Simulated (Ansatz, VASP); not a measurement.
**Cross-check of NiSeS (1T-NiSSe monolayer) between VASP and Ansatz**

One calculation is typed for both programs; each brings its own data sets. How far apart do they land? The cell is taken from a series of runs on this material, whose earlier steps may have relaxed, scaled, displaced or heated it; both programs get it as it stands.

Method: plane waves, with VASP 6.6.1 beside it; single point at PBE with D3(BJ), in Ansatz 0.2.0.

## Step 1: The structure

The cell holds 3 atoms: 1 Se, 1 Ni and 1 S. Cell: a = 3.405 Å, b = 3.405 Å, c = 20.438 Å, α = 90.0°, β = 90.0°, γ = 120.0°. Vacuum lies along c.

As a file:

```xyz
3
Lattice="3.4049 0.0000 0.0000 -1.7025 2.9488 0.0000 0.0000 0.0000 20.4384" Properties=species:S:1:pos:R:3
Se    1.7025    0.9829    9.0000
Ni   -1.7025    2.9488   10.3003
S     0.0000    1.9658   11.4384
```

## Step 2: VASP: single point, PBE with D3(BJ)

With cell and atoms fixed, the geometry can't cause a difference; cores, projectors, grids and the points listed under the comparison can.

Lines of VASP's logs that name or quote its potential files are left out, and so is its time.

Contents of INCAR:

```
SYSTEM = NiSeS
PREC = Accurate
ENCUT = 520
EDIFF = 1E-06
NELM = 120
ISMEAR = -1
SIGMA = 0.05
LREAL = .FALSE.
ALGO = Normal
GGA = PE
IVDW = 12
NBANDS = 17
LASPH = .TRUE.
LORBIT = 11
LWAVE = .FALSE.
LCHARG = .FALSE.
ISIF = 2
LDIPOL = .TRUE.
IDIPOL = 3
DIPOL = 0.5 0.5 0.501
LVHAR = .TRUE.
GGA_COMPAT = .FALSE.
EFERMI = MIDGAP
NELMDL = -8
```

Contents of POSCAR:

```
NiSeS
1.0
    3.4049284223      0.0000000000      0.0000000000
   -1.7024642112      2.9487545118      0.0000000000
    0.0000000000      0.0000000000     20.4384108917
Se Ni S
1 1 1
Direct
    0.6666666667      0.3333333333      0.4403473464
    0.0000000000      1.0000000000      0.5039665978
    0.3333333334      0.6666666666      0.5596526536
```

Contents of KPOINTS:

```
Automatic mesh
0
Gamma
18 18 1
0 0 0
```

The projector-augmented-wave data sets are Se, Ni and S (PBE family, release 64).

On the command line:

```
> mpirun -np 1 vasp_std
```

Numbers of over 12 decimals in the logs are rounded to 6 here.

Log:

```text
[banner, memory and clock lines left out]
running    1 mpi-ranks, on    1 nodes
 distrk:  each k-point on    1 cores,    1 groups
 distr:  one band on    1 cores,    1 groups

 POSCAR found type information on POSCAR SeNiS
 POSCAR found :  3 types and       3 ions
 LDA part: xc-table for (Slater+PW92), standard interpolation
 POSCAR, INCAR and KPOINTS ok, starting setup
 FFT: planning ... GRIDC
 FFT: planning ... GRID_SOFT
 FFT: planning ... GRID
 WAVECAR not read
 entering main loop
       N       E                     dE             d eps       ncg     rms          rms(c)
DAV:   1     0.151902188897E+03    0.15190E+03   -0.80229E+03  1258   0.997E+02
DAV:   2     0.360211169554E+01   -0.14830E+03   -0.14236E+03  1632   0.222E+02
DAV:   3    -0.157234964561E+02   -0.19326E+02   -0.18763E+02  1466   0.841E+01
DAV:   4    -0.163663954335E+02   -0.64290E+00   -0.64026E+00  1688   0.181E+01
DAV:   5    -0.163816596320E+02   -0.15264E-01   -0.15258E-01  1845   0.259E+00
DAV:   6    -0.163820332283E+02   -0.37360E-03   -0.37357E-03  1838   0.363E-01
DAV:   7    -0.163820469363E+02   -0.13708E-04   -0.13708E-04  1952   0.601E-02
DAV:   8    -0.163820471143E+02   -0.17796E-06   -0.17793E-06  1631   0.559E-03    0.179E+01
DAV:   9    -0.243868784673E+02   -0.80048E+01   -0.57525E+01  1362   0.174E+02    0.345E+01
DAV:  10    -0.161343135990E+02    0.82526E+01   -0.10300E+01  1579   0.691E+01    0.150E+01
DAV:  11    -0.139246455919E+02    0.22097E+01   -0.11171E+01  1737   0.802E+01    0.621E+00
DAV:  12    -0.137537533760E+02    0.17089E+00   -0.24824E+00  1725   0.266E+01    0.154E+00
DAV:  13    -0.137518121128E+02    0.19413E-02   -0.16635E-01  1692   0.321E+00    0.999E-01
DAV:  14    -0.137493989413E+02    0.24132E-02   -0.14090E-02  1640   0.917E-01    0.761E-01
[...]
DAV:  21    -0.137443599254E+02   -0.81730E-04   -0.38026E-05  1630   0.668E-02    0.385E-02
DAV:  22    -0.137444067040E+02   -0.46779E-04   -0.18028E-05  1567   0.942E-02    0.158E-02
DAV:  23    -0.137444595398E+02   -0.52836E-04   -0.76460E-06  1566   0.181E-02    0.444E-03
DAV:  24    -0.137444747968E+02   -0.15257E-04   -0.15485E-06  1333   0.155E-02    0.366E-03
DAV:  25    -0.137444839427E+02   -0.91459E-05   -0.67913E-07  1216   0.627E-03    0.171E-03
DAV:  26    -0.137444883932E+02   -0.44504E-05   -0.16819E-07  1162   0.216E-03    0.148E-03
DAV:  27    -0.137444896069E+02   -0.12137E-05   -0.94943E-08  1264   0.455E-03    0.769E-04
DAV:  28    -0.137444903387E+02   -0.73180E-06   -0.53703E-08  1305   0.109E-03
   1 F= -.14505406E+02 E0= -.14503985E+02  d E =-.284186E-02
```

From OUTCAR (step 2):

```text
ion  position               nearest neighbor table
   1  0.667  0.333  0.440-   2 2.36   2 2.36   2 2.36
   2  0.000  0.000  0.504-   3 2.27   3 2.27   3 2.27   1 2.36   1 2.36   1 2.36
   3  0.333  0.667  0.560-   2 2.27   2 2.27   2 2.27

  LATTYP: Found a hexagonal cell.
 ALAT       =     3.4049284223
 C/A-ratio  =     6.0025963418

 Subroutine GETGRP returns: Found  6 space group operations
 (whereof  6 operations were pure point group operations)

The static configuration has the point symmetry C_3v.

 Found     37 irreducible k-points:

   k-points           NKPTS =     37   k-points in BZ     NKDIM =     37   number of bands    NBANDS=     17

   dimension x,y,z NGX =    28 NGY =   28 NGZ =  160
   dimension x,y,z NGXF=    56 NGYF=   56 NGZF=  320

   ENCUT  =  520.0 eV  38.22 Ry    6.18 a.u.   6.33  6.33 38.00*2*pi/ulx,y,z

   NELECT =      22.0000    total number of electrons

 k-points in reciprocal lattice and weights: Automatic mesh
   0.00000000  0.00000000  0.00000000       0.003
   0.05555556 -0.00000000  0.00000000       0.019
   0.11111111 -0.00000000  0.00000000       0.019
   0.16666667  0.00000000  0.00000000       0.019
   0.22222222 -0.00000000  0.00000000       0.019
   0.27777778 -0.00000000  0.00000000       0.019
   0.33333333 -0.00000000  0.00000000       0.019
   0.38888889 -0.00000000  0.00000000       0.019
   0.44444444 -0.00000000  0.00000000       0.019
[...]
0.33333333  0.27777778  0.00000000       0.037
   0.33333333  0.33333333  0.00000000       0.006

 dipolmoment           0.000000      0.000000      0.040445 electrons x Angstroem

 average (electrostatic) potential at core
       1 -61.2522       2 -94.7352       3 -94.2739

 E-fermi :  -2.3837

 k-point     1 :       0.0000    0.0000    0.0000
  band No.  band energies     occupation
    ...
      7      -5.0696      2.00000
      8      -4.2209      2.00000
      9      -3.3667      2.00000
     10      -2.4538      1.60501
     11      -2.4538      1.60501
     12      -0.7578      0.00000
     13      -0.7578      0.00000
     14       1.9040      0.00000
     15       2.7004      0.00000
     16       2.9259      0.00000
    ...

 k-point     2 :       0.0556   -0.0000    0.0000
  band No.  band energies     occupation
    ...
      7      -5.0891      2.00000
      8      -4.2393      2.00000
      9      -3.3310      2.00000
     10      -2.6174      1.98150
     11      -2.5005      1.82378
     12      -0.9541      0.00000
     13      -0.7845      0.00000
     14       1.9641      0.00000
     15       2.7624      0.00000
     16       2.9878      0.00000
    ...

 k-point     3 :       0.1111   -0.0000    0.0000
  band No.  band energies     occupation
    ...
      7      -5.1421      2.00000
      8      -4.3206      2.00000
      9      -3.2879      2.00000
     10      -2.9285      1.99996
     11      -2.6412      1.98848
     12      -1.4225      0.00000
     13      -0.8470      0.00000
     14       2.1315      0.00000
     15       2.9189      0.00000
     16       3.1619      0.00000
    ...

 Edisp (eV)   -0.76092

  Total      -0.01846    -0.01846    -0.01782     0.00000     0.00000     0.00000
  in kB      -0.14410    -0.14410    -0.13910     0.00000     0.00000     0.00000
  external pressure =       -0.14 kB  Pullay stress =        0.00 kB

  energy-cutoff  :      520.00
  volume of cell :      205.21
      direct lattice vectors                 reciprocal lattice vectors
     3.404928422  0.000000000  0.000000000     0.293691930  0.169563115  0.000000000
    -1.702464211  2.948754512  0.000000000     0.000000000  0.339126230  0.000000000
     0.000000000  0.000000000 20.438410892     0.000000000  0.000000000  0.048927483

 POSITION                                       TOTAL-FORCE (eV/Angst)
 -----------------------------------------------------------------------------------
      1.70246      0.98292      9.00000         0.000000     -0.000000     -0.008684
      0.00000      0.00000     10.30028        -0.000000      0.000000      0.024658
      0.00000      1.96584     11.43841        -0.000000     -0.000000     -0.015973
 -----------------------------------------------------------------------------------
    total drift:                               -0.000000     -0.000000     -0.001222

  FREE ENERGIE OF THE ION-ELECTRON SYSTEM (eV)
  ---------------------------------------------------
  free  energy   TOTEN  =       -14.5054060039 eV

  energy  without entropy=      -14.5025641435  energy(sigma->0) =      -14.50398507

 vacuum level on the upper side and lower side of the slab         3.179         2.450

 total charge
# of ion       s       p       d       tot
------------------------------------------
    1        1.487   2.253   0.053   3.793
    2        0.476   0.644   8.302   9.422
    3        1.367   2.265   0.000   3.632
--------------------------------------------------
tot          3.330   5.161   8.355  16.846

[... 3 further parts left out ...]
```

This run has no spin polarisation, so a moment on Ni, if there is one, isn't seen.

## Step 3: Ansatz: single point, PBE with D3(BJ)

Ansatz runs on its default PAW (the set named soft_2) files.

The same cell, functional, mesh and smearing now go to Ansatz, which takes its cutoff from its data sets.

Contents of input.yaml:

```yaml
crystal:
  lattice:
    - [3.4049284223, 0.0, 0.0]
    - [-1.7024642112, 2.9487545118, 0.0]
    - [0.0, 0.0, 20.4384108917]
  atoms:
    - { symbol: Se, position: [0.6666666667, 0.3333333333, 0.4403473464] }
    - { symbol: Ni, position: [0.0, 0.0, 0.5039665978] }
    - { symbol: S, position: [0.3333333333, 0.6666666667, 0.5596526536] }
kpoints:
  mp_grid: { grid: [18, 18, 1] }
  band_path:
    path: [[0, 0, 0], [0.5, 0, 0], [0.33333333, 0.33333333, 0], [0, 0, 0]]
    npoints: 16
hamiltonian:
  xc: pbe
  dispersion: d3bj
scf:
  occupations: { method: fermi_dirac, width: 0.05 }
  convergence: { dr2_threshold: 1.0e-10 }
efield:
  axis: 3
  dipole_correction: true
  ramp_position: 0.97
  ramp_width: 0.06
  amplitude: 0
output:
  dos: { projected: true, e_range: [-6, 5] }
  bader: true
  write_potential: true
  write_density: true
  volumetric_format: npy
  elf: true
```

On the command line:

```
> ansatz run input.yaml --threads 2 --pin off --max-ram 3072MiB --backend cpu --events-out ev --progress --plain --runs-dir out
```

Log:

```text
Engine: ansatz 0.2.0, aarch64-unknown-linux-gnu
Pseudopotentials: kind: paw
Pseudopotential: Se, paw, valence charge 16, recommended cutoff 420 eV (normal), Se.paw.azcp
Pseudopotential: Ni, paw, valence charge 18, recommended cutoff 420 eV (normal), Ni.paw.azcp
Pseudopotential: S, paw, valence charge 6, recommended cutoff 420 eV (normal), S.paw.azcp
Functional definition: PBE
  parameter kappa = 0.804
  parameter beta = 0.066725
  exchange = pbe_x(kappa = kappa, mu = beta*pi^2/3)
  correlation = pbe_c(beta = beta)
Crystal: 3 atoms, lattice volume = 205.208 Å³
Basis set: ecut = 420 eV, 4005 PW (Γ)
Bands: 24, of which v1, the nominal top of the filled ones, is band 20 counted from 1 (19 counted from 0)
Symmetry: 6 space group operations
Space group: P3m1 (ITA 156), of the structure as read, at distance tolerance 5.9e-5 Å
k-points: 37 of 324 (time reversal used)
Non-local potential: Se, projectors of the file, l = 0: 2, l = 1: 2, l = 2: 3, l = 3: 1
Non-local potential: Ni, projectors of the file, l = 0: 3, l = 1: 2, l = 2: 3, l = 3: 1
Non-local potential: S, projectors of the file, l = 0: 2, l = 1: 2, l = 2: 2
PAW form: soft (Blöchl's): semilocal exchange-correlation on the pseudo side does not see the compensation charge
PAW one-centre angular grid: Se, 590 points (default); XC on 64 Gauss nodes
PAW one-centre angular grid: Ni, 590 points (default); XC on 64 Gauss nodes
PAW one-centre angular grid: S, 110 points (default); XC on 64 Gauss nodes
Initial density: superposition of atomic densities (neutral atoms: chi_scale 0, normalization atom), corrected by the library's trained network
Initial wavefunctions: pseudopotential atomic-orbital guess
Functional: x = pbe(κ = 0.804, μ = 0.219515), c = pbe(β = 0.066725)
SCF iter   1: F=—  HF=-12212.309451 eV  |F-HF|=—  |Δ(HF+E_count)|=         —  Δρ=6.64e-3  dr2=1.26e-1  ethr=1.77e-3  p=-0.052 e·Å  D=-4.57e-2 V/Å  ΔV_dip=0.93 eV  dr2_dipole=1.10e-2  V_vac-E_F(+/−)=5.72/4.79 eV  ⟨swp⟩=8.9  Hψ=4834  notcnv=0
efield: sawtooth ramp at fractional position 0.9700 (set: `efield.ramp_position`, or a place that a band, a saddle search or an elastic batch's reference lends), width 0.0600; the density the first Hamiltonian is built on has a dipole p = -0.052 e·Å; the dipole correction subtracts the counter field D = -4.57e-2 V/Å, which shifts the + side's vacuum level by +0.93 eV against the − side's; the planar-averaged density in the ramp window peaks in size at 1.7e-5 e/Å³
preconditioner: auto → LDOS  [insulator: Δε(μ)=0.318 eV  Ē_g=8.308 eV  σ=0.050 eV  W_gap=0.89  n_scr=12 (ndim 8)  ℏωp=12.2 eV  f_vac=0.713  D(μ)=0.12/eV (n_scr^D=2)  ε∞_Penn≈3.1  β→1.0]
SCF iter   2: F=—  HF=-12212.812629 eV  |F-HF|=—  |Δ(HF+E_count)|=   5.03e-1  Δρ=4.66e-2  dr2=6.43e0  ethr=3.14e-4  p=0.035 e·Å  D=3.06e-2 V/Å  ΔV_dip=-0.62 eV  dr2_dipole=6.45e-1  V_vac-E_F(+/−)=5.32/5.94 eV  ⟨swp⟩=4.5  Hψ=2400  notcnv=0  recentre
SCF iter   3: F=—  HF=-12212.302727 eV  |F-HF|=—  |Δ(HF+E_count)|=   5.10e-1  Δρ=2.40e-3  dr2=1.49e-2  ethr=3.14e-4  p=-0.045 e·Å  D=-4.00e-2 V/Å  ΔV_dip=0.82 eV  dr2_dipole=1.50e-3  V_vac-E_F(+/−)=5.66/4.84 eV  ⟨swp⟩=4.7  Hψ=2741  notcnv=0
SCF iter   4: F=—  HF=-12212.301753 eV  |F-HF|=—  |Δ(HF+E_count)|=   9.73e-4  Δρ=7.95e-4  dr2=2.89e-3  ethr=3.72e-5  p=-0.040 e·Å  D=-3.57e-2 V/Å  ΔV_dip=0.73 eV  dr2_dipole=9.66e-5  V_vac-E_F(+/−)=5.55/4.82 eV  ⟨swp⟩=2.3  Hψ=1452  notcnv=0
SCF iter   5: F=—  HF=-12212.301467 eV  |F-HF|=—  |Δ(HF+E_count)|=   2.86e-4  Δρ=4.64e-4  dr2=6.64e-4  ethr=7.23e-6  p=-0.043 e·Å  D=-3.76e-2 V/Å  ΔV_dip=0.77 eV  dr2_dipole=9.62e-5  V_vac-E_F(+/−)=5.59/4.82 eV  ⟨swp⟩=2.0  Hψ=1257  notcnv=0
SCF iter   6: F=—  HF=-12212.301394 eV  |F-HF|=—  |Δ(HF+E_count)|=   7.34e-5  Δρ=8.66e-5  dr2=2.40e-5  ethr=1.66e-6  p=-0.041 e·Å  D=-3.66e-2 V/Å  ΔV_dip=0.75 eV  dr2_dipole=2.21e-7  V_vac-E_F(+/−)=5.58/4.83 eV  ⟨swp⟩=2.1  Hψ=1208  notcnv=0
SCF iter   7: F=—  HF=-12212.301404 eV  |F-HF|=—  |Δ(HF+E_count)|=   1.05e-5  Δρ=6.53e-5  dr2=6.30e-6  ethr=5.99e-8  p=-0.041 e·Å  D=-3.65e-2 V/Å  ΔV_dip=0.75 eV  dr2_dipole=1.10e-8  V_vac-E_F(+/−)=5.58/4.83 eV  ⟨swp⟩=2.2  Hψ=1325  notcnv=0
SCF iter   8: F=—  HF=-12212.301409 eV  |F-HF|=—  |Δ(HF+E_count)|=   5.14e-6  Δρ=2.72e-5  dr2=1.45e-6  ethr=1.58e-8  p=-0.041 e·Å  D=-3.66e-2 V/Å  ΔV_dip=0.75 eV  dr2_dipole=2.34e-8  V_vac-E_F(+/−)=5.58/4.83 eV  ⟨swp⟩=1.4  Hψ=957  notcnv=0
SCF iter   9: F=—  HF=-12212.301400 eV  |F-HF|=—  |Δ(HF+E_count)|=   9.30e-6  Δρ=2.97e-6  dr2=3.14e-8  ethr=3.62e-9  p=-0.041 e·Å  D=-3.66e-2 V/Å  ΔV_dip=0.75 eV  dr2_dipole=3.51e-9  V_vac-E_F(+/−)=5.58/4.83 eV  ⟨swp⟩=2.2  Hψ=1169  notcnv=0
SCF iter  10: F=—  HF=-12212.301400 eV  |F-HF|=—  |Δ(HF+E_count)|=   1.31e-8  Δρ=5.35e-7  dr2=1.16e-9  ethr=7.85e-11  p=-0.041 e·Å  D=-3.66e-2 V/Å  ΔV_dip=0.75 eV  dr2_dipole=8.12e-11  V_vac-E_F(+/−)=5.58/4.83 eV  ⟨swp⟩=2.0  Hψ=1289  notcnv=0
SCF iter  11: F=—  HF=-12212.301400 eV  |F-HF|=—  |Δ(HF+E_count)|=  2.55e-11  Δρ=4.45e-7  dr2=2.98e-10  ethr=2.91e-12  p=-0.041 e·Å  D=-3.66e-2 V/Å  ΔV_dip=0.75 eV  dr2_dipole=2.51e-12  V_vac-E_F(+/−)=5.58/4.83 eV  ⟨swp⟩=2.4  Hψ=1498  notcnv=0
SCF iter  12: F=-12212.301400 eV  HF=-12212.301400 eV  |F-HF|=3.09e-11  |Δ(HF+E_count)|=  9.09e-12  Δρ=1.18e-7  dr2=3.09e-11  ethr=1.00e-12  p=-0.041 e·Å  D=-3.66e-2 V/Å  ΔV_dip=0.75 eV  dr2_dipole=2.63e-12  V_vac-E_F(+/−)=5.58/4.83 eV  ⟨swp⟩=4.1  Hψ=2406  notcnv=0
SCF 1 converged in 12 iterations: F = -12212.301400 eV  dr2 = 3.09e-11
  greatest PAW one-centre occupation: 1.000 electrons in one spin orbital (limit 2), on the Ni atom at site 1 (counted from 0), in its partial waves of l = 1
NSCF: frozen V_eff on 49 k-points
efield: sawtooth ramp at fractional position 0.9700 (kept from the solve that this one continues, or follows in the run), width 0.0600; the density the first Hamiltonian is built on has a dipole p = -0.041 e·Å; the dipole correction subtracts the counter field D = -3.66e-2 V/Å, which shifts the + side's vacuum level by +0.75 eV against the − side's; the planar-averaged density in the ramp window peaks in size at 9.6e-6 e/Å³
WARN: The output density's exchange-correlation potential varies sharply where the density is thin. Do not read a vacuum level from v_tot or v_xc, or from such a field of the output density. On a cell that repeats whose density bears no net charge and no dipole along the vacuum's axis use v_es (v_loc + v_h of the components); under efield.dipole_correction with no amplitude use v_es + v_field, which holds any externa [...]
SCF converged after 12 iterations
Free energy (F): -12212.301400 eV
Harris-Foulkes:  -12212.301400 eV  (|F-HF|=3.09e-11)
Internal energy: -12212.299119 eV  (E = F + TS)
E sigma→0 (E₀):  -12212.300259 eV
Entropy (-TS):   -0.002281 eV (-0.760 meV/atom)
Fermi energy:    -1.239215 eV
Dipole field:    D = -0.036576 V/Å  (p = -0.041480 e·Å, saw-weighted, corrected)
Work function:   Φ+ = 5.5756 eV   Φ− = 4.8281 eV
Levels:          The Fermi level and band energies are counted from a zero that moves with the ramp; work functions are not
--- Per-component energies (eV) ---
  E_band       = -1236.641412
  E_kinetic    = 506.294595
  E_local      = -40894.818938  (includes V_loc(G=0)·N_el)
  E_nonlocal   = 65.467436
  E_hartree    = 19843.855292
  E_xc         = -285.842037
  E_vxc        = -294.609154  (∫ρ·V_xc dr)
  E_paw        = -4138.601788  (= ΣΔE_a)
  E_vpaw       = -306.294233  (= ΣTr[D̂ρ^β])
  E_aug_tail   = -0.000038  (compensation charges beyond the density's cutoff)
  E_efield     = 0.000759  (sawtooth field / dipole correction)
  E_vefield    = -0.391050  (∫n·V_field dr)
  E_ewald      = 12692.106576
  E_disp       = -0.760975  (pairwise vdW)
  E_smearing   = -0.002281  (= −TS)
  E_closure    = -0.000000  (closes the sum)
  Σ components = -12212.301400   (vs F -12212.301400, Δ=0.00e0)
--- Band table (eV; the first three rows and the last of 37) ---
  k-point 0: bands = [... 16 lower, -3.0659, -2.2262, -1.3265, -1.3265, 0.4023, 0.4023, 3.0400, 3.8475]
  k-point 1: bands = [... 16 lower, -3.0844, -2.1916, -1.4878, -1.3722, 0.2050, 0.3750, 3.1004, 3.9111]
  k-point 2: bands = [... 16 lower, -3.1675, -2.1512, -1.7902, -1.5100, -0.2644, 0.3109, 3.2684, 4.0696]
  k-point 36: bands = [... 16 lower, -4.4553, -3.6547, -3.0577, -2.8690, -0.9861, -0.5242, 5.0041, 6.5941]
--- Bader charges: 3 sites ---
  site symbol  charge [e]  shift [e]
     0     Se     -0.1740     0.0013
     1     Ni      0.5357     0.0012
     2      S     -0.3616     0.0001
  estimated error of the sums over rays = 5.6e-4 e
```

## Step 4: Side by side

Known differences besides the potentials themselves: the data sets hold 40 valence electrons in Ansatz (on its default PAW (the set named soft_2) files) and 22 in VASP; the cutoff is 420 eV in Ansatz and 520 eV in VASP. Total energies have different zeros and are not compared.

The two programs side by side:

```csv
quantity,Ansatz,VASP,difference
gap on the k mesh (eV),0.270,0.238,+0.032
```

A gap on the mesh is an upper bound, since the band edges may lie between its points. With vacuum in the cell, a pressure given here is an average over mostly empty space and none of the material.

## Step 5: What came out

```
difference in gap on the k mesh (single point, PBE with D3(BJ)) : 0.032 eV
```

**Reading.** The difference in gap on the k mesh is 0.032 eV (single point, PBE with D3(BJ)), within the 0.08 eV picked in this series as the mark of a large difference. The data sets hold unlike numbers of valence electrons (40 in Ansatz and 22 in VASP), so part of the differences comes from the potentials. Such differences can come from data sets, numerical settings and the points named under the comparisons, not from the functional's error against experiment.

[Lines on the potential files, build, host, timing and source positions are cut from VASP's logs without a mark.]

[Logs are printed without paths, hosts, clocks, repeated set-up lines and the standing remarks that a program may print on its own settings, such as how far it seeks lower states.]

[Hosts, paths, dates, database ids (printed as entryN), source tags and the programs' standing remarks are cut or masked in the printed files.]
